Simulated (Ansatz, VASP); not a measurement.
# Two plane-wave programs on ZnRe2

```
CELL_PARAMETERS angstrom
0.00000 2.89662 2.89662
2.89662 0.00000 2.89662
2.89662 2.89662 0.00000
ATOMIC_POSITIONS crystal
Zn 0.00000 0.00000 0.00000
Re 0.75000 0.75000 0.75000
Re 0.25000 0.25000 0.25000
```

Change from the starting cell: species swapped into the Ga2Pt type (Fm-3m, No. 225).

Alike in both runs: task relaxation of cell and atoms; functional PBE; k mesh 14 × 14 × 14; occupations gaussian, width 0.1 eV; no spin polarisation.

```csv
,VASP,Ansatz
version,VASP 6.6.1,Ansatz 0.2.0
potentials or method,"VASP PAW PBE potentials, release 64 (Zn, Re)","scalar-relativistic, plane waves, PAW"
plane-wave cutoff (eV),600,420
valence electrons in the cell,26,42
```

```csv
,VASP,Ansatz,Ansatz less VASP
"gap on the k mesh at the Fermi level, each at its own relaxed structure (eV)",none,none,-
relaxed volume (Å³/atom),16.21,16.18,-0.024
relaxed cell length with the largest relative difference (Å),4.097,4.095,-0.0020
```

A gap of «none» marks a metal or a gap that the smearing closes. The two sets of potentials don't hold the same shells in valence.

The runs have no spin-orbit coupling, so splittings on Re are missing.
